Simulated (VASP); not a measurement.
A VASP calculation is set up with these files.

File POSCAR:
```
MgI2
1.0
  2.0648266241  -3.5763842023   0.0000000000
  2.0648266241   3.5763842023   0.0000000000
  0.0000000000   0.0000000000   6.8937153843
Mg I
1 2
Cartesian
  2.0648266241  -3.5763842023   0.0000000000
  2.0648266241   1.1921304517   1.6666673696
  2.0648266241  -1.1921304517   5.2270480147
```

INCAR:
```
# general
SYSTEM    =  MgI2
PREC      =  Accurate
ENCUT     =  520
LREAL     =  .False.
LASPH     =  .True.

# electronic loop
EDIFF     =  1E-6
NELM      =  100
ALGO      =  Normal
LMAXMIX   =  4

# smearing
ISMEAR    =  0
SIGMA     =  0.05

# functional
GGA       =  ML
LUSE_VDW  =  .True.
AGGAC     =  0.0
ZAB_VDW   =  -1.8867

# ions
IBRION    =  2
NSW       =  60
ISIF      =  3
EDIFFG    =  -0.02

# output
LWAVE     =  .False.
LCHARG    =  .False.
```

KPOINTS:
```
Automatic mesh
0
Gamma
6 6 3
0 0 0
```

POTCAR, in this order: Mg I (PBE.64 set). Program: vasp_std.

Q: Write an equivalent input for Quantum ESPRESSO's pw.x.

A: One equivalent input (not run):
```
&CONTROL
  calculation = 'vc-relax'
  pseudo_dir = './pseudo'
  outdir = './out'
  tprnfor = .true.
  tstress = .true.
  nstep = 60
  forc_conv_thr = 0.00078
/
&SYSTEM
  ibrav = 0
  nat = 3
  ntyp = 2
  ecutwfc = 84
  occupations = 'smearing'
  smearing = 'gaussian'
  degauss = 0.003675
  input_dft = 'vdw-df2'
/
&ELECTRONS
  conv_thr = 7.3e-08
  electron_maxstep = 100
/
&IONS
/
&CELL
/
ATOMIC_SPECIES
  Mg 24.305 Mg.upf
  I 126.904 I.upf
CELL_PARAMETERS angstrom
     2.0648266   -3.5763842    0.0000000
     2.0648266    3.5763842   -0.0000000
    -0.0000000   -0.0000000    6.8937154
ATOMIC_POSITIONS crystal
  Mg   1.0000000  0.0000000  0.0000000
  I    0.3333330  0.6666670  0.2417662
  I    0.6666670  0.3333330  0.7582338
K_POINTS automatic
  6 6 3 0 0 0
```
Limits of the translation: the potentials are each code's own (VASP's PAW set, PseudoDojo norm-conserving files in pw.x), so ENCUT and ecutwfc are chosen apart and not converted; conv_thr bounds pw.x's estimated SCF error, while EDIFF bounds the energy change between steps; forc_conv_thr acts on force components and is met together with etot_conv_thr.

The compound is MgI2 in the 1T layered structure. This run relaxes it. Symmetry was kept, so distortions that lower it aren't found. The start is the result of an earlier pass.
